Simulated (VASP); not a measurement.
# Lattice vibrations of BaHoFe2O5, part 3 of 3

Wanted: whether BaHoFe2O5 is dynamically stable, and its vibrational spectrum. The start is a cell from a database of measured crystal structures.

VASP 6.6.1; PBE, spin-polarised from a ferromagnetic start, 4f electrons in the core; plane waves and PAW (Ho_3, Ba_sv, Fe, O).

Still holding for the runs below: The data set Ho_3 holds the 4f electrons frozen in the core, so no f bands or f moments appear. The magnetic state follows from one typed start and may not be the lowest. Oxides and halides of Fe are often magnetic insulators, and a metal at this level, without U or exact exchange, may be an artefact.

So far. Step 2 (Relax the host): The run ended after 15 ionic steps, 0.103 eV below its first step, once forces and stress met EDIFFG = -0.03.

## 3. Tight relaxation (continued)

Parts of OUTCAR (step 3):

```text
  LATTYP: Found a simple tetragonal cell.
 ALAT       =     3.9137956015
 C/A-ratio  =     1.9103976986

The static configuration has the point symmetry D_4h.

 Found     45 irreducible k-points:

   k-points           NKPTS =     45   k-points in BZ     NKDIM =     45   number of bands    NBANDS=     50

   dimension x,y,z NGX =    28 NGY =   28 NGZ =   54
   dimension x,y,z NGXF=    56 NGYF=   56 NGZF=  108

   ENCUT  =  480.0 eV  35.28 Ry    5.94 a.u.   6.99  6.99 13.36*2*pi/ulx,y,z

   NELECT =      65.0000    total number of electrons

 E-fermi :   4.7722

 spin component 1
 k-point     1 :       0.0000    0.0000    0.0000
  band No.  band energies     occupation
    ...
     33       2.5475      1.00000
     34       2.8372      1.00000
     35       3.1696      1.00000
     36       3.1696      1.00000
     37       4.1784      1.00011
     38       6.6512     -0.00000
     39       7.2969     -0.00000
     40       7.4088     -0.00000
     41       9.0371      0.00000
     42       9.9214      0.00000
    ...

 k-point     2 :       0.1111    0.0000    0.0000
  band No.  band energies     occupation
    ...
     33       2.6188      1.00000
     34       3.1136      1.00000
     35       3.1539      1.00000
     36       3.2192      1.00000
     37       4.2781      1.00132
     38       6.8806     -0.00000
     39       7.5522     -0.00000
     40       7.6643     -0.00000
     41       9.0047      0.00000
     42      10.1684      0.00000
    ...

 k-point     3 :       0.2222    0.0000    0.0000
  band No.  band energies     occupation
    ...
     33       2.5168      1.00000
     34       2.9970      1.00000
     35       3.4140      1.00000
     36       3.4181      1.00000
     37       4.5366      1.03510
     38       7.3968     -0.00000
     39       8.1640     -0.00000
     40       8.3573     -0.00000
     41       8.9293      0.00000
     42      10.5570      0.00000
    ...

 k-point     4 :       0.3333    0.0000    0.0000
  band No.  band energies     occupation
    ...
     33       2.7662      1.00000
     34       2.9005      1.00000
     35       3.4953      1.00000
     36       3.5106      1.00000
     37       4.7538      0.57764
     38       7.8645     -0.00000
     39       8.8536      0.00000
     40       8.8744      0.00000
     41       9.2090      0.00000
     42      10.2108      0.00000
    ...

  Total        0.0046598      0.0046598     -0.0024109      0.0000000      0.0000000     -0.0000000
  in kB        0.0657180      0.0657180     -0.0340023      0.0000000      0.0000000     -0.0000000
  external PRESSURE =       0.0324779 kB  Pullay stress =       0.0000000 kB

  energy-cutoff  :      480.00
  volume of cell :      113.60
      direct lattice vectors                 reciprocal lattice vectors
     3.903550760 -0.000000000 -0.000000000     0.256177020  0.000000000  0.000000000
     0.000000000  3.903550760  0.000000000     0.000000000  0.256177020 -0.000000000
    -0.000000000  0.000000000  7.455391256     0.000000000  0.000000000  0.134131123

 POSITION                                       TOTAL-FORCE (eV/Angst)
 -----------------------------------------------------------------------------------
     -0.00000      0.00000      3.72770        -0.000000     -0.000000      0.000000
      0.00000     -0.00000      0.00000        -0.000000     -0.000000      0.000000
      1.95178      1.95178      5.38723        -0.000000      0.000000      0.001988
      1.95178      1.95178      2.06816         0.000000     -0.000000     -0.001988
     -0.00000      1.95178      5.14716         0.000000     -0.000000     -0.001791
     -0.00000      1.95178      2.30823        -0.000000      0.000000      0.001791
      1.95178      0.00000      5.14716         0.000000     -0.000000     -0.001791
      1.95178      0.00000      2.30823        -0.000000      0.000000      0.001791
      1.95178      1.95178      0.00000        -0.000000     -0.000000      0.000000
 -----------------------------------------------------------------------------------
    total drift:                                0.000000      0.000000      0.000000

  FREE ENERGIE OF THE ION-ELECTRON SYSTEM (eV)
  ---------------------------------------------------
  free  energy   TOTEN  =       -67.3298262107 eV

  energy  without entropy=      -67.3305237835  energy(sigma->0) =      -67.33005873

 total charge
# of ion       s       p       d       tot
------------------------------------------
    1        0.310   6.765   1.170   8.246
    2        2.005   5.637   0.303   7.945
    3        0.371   0.526   6.079   6.975
    4        0.371   0.526   6.079   6.975
    5        1.563   3.455   0.000   5.019
    6        1.563   3.455   0.000   5.019
    7        1.563   3.455   0.000   5.019
    8        1.563   3.455   0.000   5.019
    9        1.565   3.410   0.000   4.974
--------------------------------------------------
tot         10.875  30.684  13.630  55.189

 magnetization (x)
# of ion       s       p       d       tot
------------------------------------------
    1        0.003   0.004  -0.027  -0.020
    2       -0.000   0.001  -0.008  -0.008
    3        0.028   0.029   3.172   3.229
    4        0.028   0.029   3.172   3.229
    5        0.011   0.115   0.000   0.127
    6        0.011   0.115   0.000   0.127
    7        0.011   0.115   0.000   0.127
    8        0.011   0.115   0.000   0.127
    9        0.012   0.252   0.000   0.264
--------------------------------------------------
tot          0.115   0.776   6.308   7.199

[... 2 parts as in an earlier step ...]

[... 11 further parts left out ...]
```

CONTCAR:

```
BaHoFe2O5
   1.00000000000000
     3.9035507596390144   -0.0000000000000000   -0.0000000000000000
     0.0000000000000000    3.9035507596390144    0.0000000000000000
    -0.0000000000000000    0.0000000000000000    7.4553912564953526
  Ho              Ba              Fe              O
     1     1     2     5
Direct
     0.0000000000000000   -0.0000000000000000    0.5000000000000000
     0.0000000000000000   -0.0000000000000000    0.0000000000000000
     0.5000000000000000    0.5000000000000000    0.7225958537242427
     0.5000000000000000    0.5000000000000000    0.2774041462757569
     0.0000000000000000    0.5000000000000000    0.6903950202699282
     0.0000000000000000    0.5000000000000000    0.3096049797300712
     0.5000000000000000   -0.0000000000000000    0.6903950202699282
     0.5000000000000000   -0.0000000000000000    0.3096049797300712
     0.5000000000000000    0.5000000000000000    0.0000000000000000
```

Relaxation path:

| step | energy less that of the first step (eV) | largest force (eV/Å) | pressure (GPa) | volume (Å³) |
| --- | --- | --- | --- | --- |
| 1 | 0.0000 | 0.0192 | -0.88 | 114.53 |
| 2 | -0.0022 | 0.0475 | 0.19 | 113.61 |
| 3 | -0.0025 | 0.0259 | -0.06 | 113.77 |
| 4 | -0.0027 | 0.0191 | -0.04 | 113.73 |
| 5 | -0.0028 | 0.0012 | -0.01 | 113.62 |
| 6 | -0.0028 | 0.0020 | 0.00 | 113.60 |

| conventional cell, symmetrised | before | after | change |
| --- | --- | --- | --- |
| a (Å) | 3.914 | 3.904 | -0.3 % |
| b (Å) | 3.914 | 3.904 | -0.3 % |
| c (Å) | 7.477 | 7.455 | -0.3 % |
| volume (Å³/atom) | 12.73 | 12.62 | -0.8 % |

The relaxed structure:

```cif
data_structure
_symmetry_space_group_name_H-M 'P 1'
_symmetry_Int_Tables_number 1
_cell_length_a 3.9036
_cell_length_b 3.9036
_cell_length_c 7.4554
_cell_angle_alpha 90.000
_cell_angle_beta 90.000
_cell_angle_gamma 90.000
_cell_volume 113.60
loop_
_atom_site_label
_atom_site_type_symbol
_atom_site_fract_x
_atom_site_fract_y
_atom_site_fract_z
_atom_site_occupancy
Ho1 Ho 0.00000 0.00000 0.50000 1
Ba2 Ba 0.00000 0.00000 0.00000 1
Fe3 Fe 0.50000 0.50000 0.72260 1
Fe4 Fe 0.50000 0.50000 0.27740 1
O5 O 0.00000 0.50000 0.69040 1
O6 O 0.00000 0.50000 0.30960 1
O7 O 0.50000 0.00000 0.69040 1
O8 O 0.50000 0.00000 0.30960 1
O9 O 0.50000 0.50000 0.00000 1
```

Numbers from this step:

```
electronic cycles                                 : 187
free energy (TOTEN)                               : -67.3298 eV
energy at zero smearing                           : -67.3301 eV
Fermi energy                                      : 4.772 eV
pressure                                          : 0.003248 GPa
moment of the cell, from the last line of the log : 7.414 μB
```

Spin moment in the PAW sphere by atom:

| atom | spin moment in the PAW sphere (μB) |
| --- | --- |
| Ho1 | -0.02 |
| Ba2 | -0.01 |
| Fe3 | 3.23 |
| Fe4 | 3.23 |
| O5 | 0.13 |
| O6 | 0.13 |
| O7 | 0.13 |
| O8 | 0.13 |
| O9 | 0.26 |

The run ended after 6 ionic steps, 0.003 eV below its first step, once forces and stress met EDIFFG = -0.002.

## 4. Force constants in the supercell

System of this step: BaHoFe2O5. It takes space group P4/mmm (No. 123, tetragonal). The conventional cell has a = 3.904 Å, b = 3.904 Å, c = 7.455 Å, α = 90.00°, β = 90.00°, γ = 90.00°. Nearest to Ho lie 8 O at 2.41 Å. Ba has 12 O at 2.76 to 3.02 Å nearest. Nearest to Fe lie 5 O at 1.97 to 2.07 Å. Nearest to O lie 2 Fe at 1.97 Å and 2 Ho at 2.41 Å and 2 Ba at 3.02 Å. Nearest to O lie 2 Fe at 2.07 Å and 4 Ba at 2.76 Å. Farther neighbours and most contacts between anions are not listed.

Each independent atom is moved by 0.015 Å both ways; the forces give the force constants out to half the supercell.

The input, INCAR:

```
SYSTEM = BaHoFe2O5
PREC = Accurate
ENCUT = 480
EDIFF = 1E-07
NELM = 120
ISMEAR = 1
SIGMA = 0.2
LREAL = Auto
ALGO = Fast
GGA = PE
NBANDS = 156
ISPIN = 2
MAGMOM = 0 0 0 0 0 0 0 0 3 3 3 3 3 3 3 3 0 0 0 0 0 0 0 0 0 0 0 0 0 0 0 0 0 0 0 0
LASPH = .TRUE.
LMAXMIX = 6
LWAVE = .FALSE.
LCHARG = .FALSE.
KPAR = 4
IBRION = 6
NSW = 1
NFREE = 2
POTIM = 0.015
ISIF = 0
ADDGRID = .TRUE.
```

The input, POSCAR:

```
BaHoFe2O5
1.0
   -3.9035507596      3.9035507596      7.4553912565
    3.9035507596     -3.9035507596      7.4553912565
    3.9035507596      3.9035507596     -7.4553912565
Ho Ba Fe O
4 4 8 20
Direct
    0.2500000000      0.2500000000      0.0000000000
    0.7500000000      0.7500000000      0.0000000000
    0.7500000000      0.2500000000      0.5000000000
    0.2500000000      0.7500000000      0.5000000000
    0.0000000000      0.0000000000      0.0000000000
    0.5000000000      0.5000000000      0.0000000000
    0.5000000000      0.0000000000      0.5000000000
    0.0000000000      0.5000000000      0.5000000000
    0.6112979268      0.6112979268      0.5000000000
    0.1112979268      0.1112979269      0.5000000000
    0.1112979269      0.6112979268      0.0000000000
    0.6112979268      0.1112979269      0.0000000000
    0.3887020732      0.3887020732      0.5000000000
    0.8887020732      0.8887020732      0.5000000000
    0.8887020731      0.3887020732      0.0000000000
    0.3887020732      0.8887020732      0.0000000000
    0.5951975102      0.3451975102      0.2500000000
    0.0951975102      0.8451975101      0.2500000000
    0.0951975102      0.3451975102      0.7500000000
    0.5951975102      0.8451975102      0.7500000000
    0.4048024898      0.1548024898      0.2500000000
    0.9048024898      0.6548024898      0.2500000000
    0.9048024898      0.1548024898      0.7500000000
    0.4048024898      0.6548024898      0.7500000000
    0.3451975102      0.5951975102      0.2500000000
    0.8451975101      0.0951975102      0.2500000000
    0.8451975102      0.5951975102      0.7500000000
    0.3451975102      0.0951975102      0.7500000000
    0.1548024899      0.4048024898      0.2500000000
    0.6548024898      0.9048024898      0.2500000000
    0.6548024898      0.4048024898      0.7500000000
    0.1548024899      0.9048024898      0.7500000000
    0.2500000000      0.2500000000      0.5000000000
    0.7500000000      0.7500000000      0.5000000000
    0.7500000000      0.2500000000      0.0000000000
    0.2500000000      0.7500000000      0.0000000000
```

The input, KPOINTS:

```
Automatic mesh
0
Gamma
6 6 6
0 0 0
```

The projector-augmented-wave data sets are Ho_3, Ba_sv, Fe and O (PBE family, release 64).

Command:

```console
$ mpirun -np 4 vasp_std
```

Output:

```text
[banner, memory and clock lines left out]
running    4 mpi-ranks, on    1 nodes
[...]
LDA part: xc-table for (Slater+PW92), standard interpolation
 POSCAR, INCAR and KPOINTS ok, starting setup
[...]
entering main loop
       N       E                     dE             d eps       ncg     rms          rms(c)
DAV:   1     0.399174095506E+04    0.39917E+04   -0.99870E+04 18984   0.168E+03
DAV:   2     0.690016471887E+03   -0.33017E+04   -0.31972E+04 21760   0.614E+02
DAV:   3    -0.134732980111E+03   -0.82475E+03   -0.75086E+03 33480   0.296E+02
DAV:   4    -0.312672008876E+03   -0.17794E+03   -0.17264E+03 34944   0.162E+02
[...]
RMM:  20    -0.269329733491E+03   -0.85718E-03   -0.93697E-03 33162   0.125E-01    0.118E-02
RMM:  21    -0.269330222173E+03   -0.48868E-03   -0.59149E-03 31398   0.118E-01    0.133E-02
RMM:  22    -0.269330765335E+03   -0.54316E-03   -0.61890E-03 30227   0.109E-01    0.601E-03
WARNING in EDDRMM: call to ZHEGV failed, returncode =   6  3    102
WARNING in EDDRMM: call to ZHEGV failed, returncode =   6  3     96
RMM:  23    -0.269331045078E+03   -0.27974E-03   -0.35978E-03 28866   0.104E-01    0.676E-03
WARNING in EDDRMM: call to ZHEGV failed, returncode =   8  4     72
WARNING in EDDRMM: call to ZHEGV failed, returncode =   8  4     60
WARNING in EDDRMM: call to ZHEGV failed, returncode =   8  4     73
RMM:  24    -0.269331431354E+03   -0.38628E-03   -0.46500E-03 28219   0.973E-02    0.494E-03
RMM:  25    -0.269331584396E+03   -0.15304E-03   -0.22997E-03 27777   0.941E-02    0.478E-03
RMM:  26    -0.269331868970E+03   -0.28457E-03   -0.36347E-03 26944   0.885E-02    0.625E-03
WARNING in EDDRMM: call to ZHEGV failed, returncode =   6  3    100
WARNING in EDDRMM: call to ZHEGV failed, returncode =   6  3    123
WARNING in EDDRMM: call to ZHEGV failed, returncode =   6  3     87
RMM:  27    -0.269331914707E+03   -0.45737E-04   -0.12353E-03 26074   0.858E-02    0.910E-03
WARNING in EDDRMM: call to ZHEGV failed, returncode =   8  4     56
WARNING in EDDRMM: call to ZHEGV failed, returncode =   8  4     55
WARNING in EDDRMM: call to ZHEGV failed, returncode =   8  4    102
WARNING in EDDRMM: call to ZHEGV failed, returncode =   6  3     54
WARNING in EDDRMM: call to ZHEGV failed, returncode =   6  3     52
WARNING in EDDRMM: call to ZHEGV failed, returncode =   6  3     49
WARNING in EDDRMM: call to ZHEGV failed, returncode =   6  3     55
WARNING in EDDRMM: call to ZHEGV failed, returncode =   8  4     62
WARNING in EDDRMM: call to ZHEGV failed, returncode =   8  4     66
RMM:  28    -0.269332137975E+03   -0.22327E-03   -0.30434E-03 25588   0.821E-02    0.970E-03
WARNING in EDDRMM: call to ZHEGV failed, returncode =   8  4     59
WARNING in EDDRMM: call to ZHEGV failed, returncode =   6  3    123
[...]
WARNING in EDDRMM: call to ZHEGV failed, returncode =   8  4    144
WARNING in EDDRMM: call to ZHEGV failed, returncode =   6  3     49
WARNING in EDDRMM: call to ZHEGV failed, returncode =   8  4    119
WARNING in EDDRMM: call to ZHEGV failed, returncode =   8  4     83
WARNING in EDDRMM: call to ZHEGV failed, returncode =   8  4     85
RMM:  51    -0.269331566464E+03    0.10214E-03   -0.32522E-05 21538   0.615E-02    0.208E-02
 num prob  num prob WARNING in EDDRMM: call to ZHEGV failed, returncode =   8  4    135
 num prob WARNING in EDDRMM: call to ZHEGV failed, returncode =   6  3    114
 num prob  num prob WARNING in EDDRMM: call to ZHEGV failed, returncode =   6  3     83
 num prob WARNING in EDDRMM: call to ZHEGV failed, returncode =   6  3     67
 num prob  num prob WARNING in EDDRMM: call to ZHEGV failed, returncode =   6  3    109
 num prob WARNING in EDDRMM: call to ZHEGV failed, returncode =   6  3     61
 num prob WARNING in EDDRMM: call to ZHEGV failed, returncode =   8  4    101
WARNING in EDDRMM: call to ZHEGV failed, returncode =   6  3    103
 num prob RMM:  52    -0.269331465138E+03    0.10133E-03   -0.63236E-05 21419   0.616E-02    0.203E-02
WARNING in EDDRMM: call to ZHEGV failed, returncode =   6  3     61
WARNING in EDDRMM: call to ZHEGV failed, returncode =   8  4    105
 num prob WARNING in EDDRMM: call to ZHEGV failed, returncode =   6  3     95
 num prob WARNING in EDDRMM: call to ZHEGV failed, returncode =   6  3     70
 num prob WARNING in EDDRMM: call to ZHEGV failed, returncode =   8  4     60
 num prob  num prob  num prob  num prob WARNING in EDDRMM: call to ZHEGV failed, returncode =   6  3    110
RMM:  53    -0.269331362542E+03    0.10260E-03   -0.69657E-05 21510   0.613E-02    0.207E-02
WARNING in EDDRMM: call to ZHEGV failed, returncode =   6  3     74
 num prob  num prob  num prob WARNING in EDDRMM: call to ZHEGV failed, returncode =   8  4     79
 num prob WARNING in EDDRMM: call to ZHEGV failed, returncode =   6  3     84
 num prob WARNING in EDDRMM: call to ZHEGV failed, returncode =   6  3    110
 num prob  num prob  num prob  num prob  num prob WARNING in EDDRMM: call to ZHEGV failed, returncode =   6  3     56
WARNING in EDDRMM: call to ZHEGV failed, returncode =   6  3    121
RMM:  54    -0.269331255891E+03    0.10665E-03   -0.50007E-05 21218   0.614E-02    0.203E-02
 num prob  num prob WARNING in EDDRMM: call to ZHEGV failed, returncode =   6  3     97
 num prob WARNING in EDDRMM: call to ZHEGV failed, returncode =   6  3     49
 num prob  num prob  num prob RMM:  55    -0.269331146934E+03    0.10896E-03   -0.51420E-05 20443   0.612E-02    0.210E-02
 num prob WARNING in EDDRMM: call to ZHEGV failed, returncode =   6  3     73
 num prob  num prob  num prob  num prob WARNING in EDDRMM: call to ZHEGV failed, returncode =   6  3     78
WARNING in EDDRMM: call to ZHEGV failed, returncode =   6  3     81
 num prob WARNING in EDDRMM: call to ZHEGV failed, returncode =   8  4     86
 num prob  num prob WARNING in EDDRMM: call to ZHEGV failed, returncode =   8  4     66
WARNING in EDDRMM: call to ZHEGV failed, returncode =   8  4     74
WARNING in EDDRMM: call to ZHEGV failed, returncode =   6  3     79
 num prob WARNING in EDDRMM: call to ZHEGV failed, returncode =   8  4     98
 num prob  num prob RMM:  56    -0.269331041419E+03    0.10552E-03   -0.10728E-04 21205   0.614E-02    0.202E-02
 hard stop encountered!  aborting job ...
 [... a notice as in an earlier step ...]

 soft stop encountered!  aborting job ...
```

Elapsed: 2.9 h, on 4 MPI ranks of Intel Xeon 6975P-C (Granite Rapids), shared host.

The run was stopped at its time limit, so it gives no result of its own.

## 5. What came out

```yaml
result: none
```

The session ends without its result: «force constants in the supercell» met its time limit.

[Lines on the potential files, build, host, timing and source positions are cut from VASP's logs without a mark.]

[Logs are printed without paths, hosts, clocks, repeated set-up lines and the standing remarks that a program may print on its own settings, such as how far it seeks lower states.]

[Hosts, paths, dates, database ids (printed as entryN), source tags and the programs' standing remarks are cut or masked in the printed files.]

[Runs that stopped without an error message from VASP are left out.]
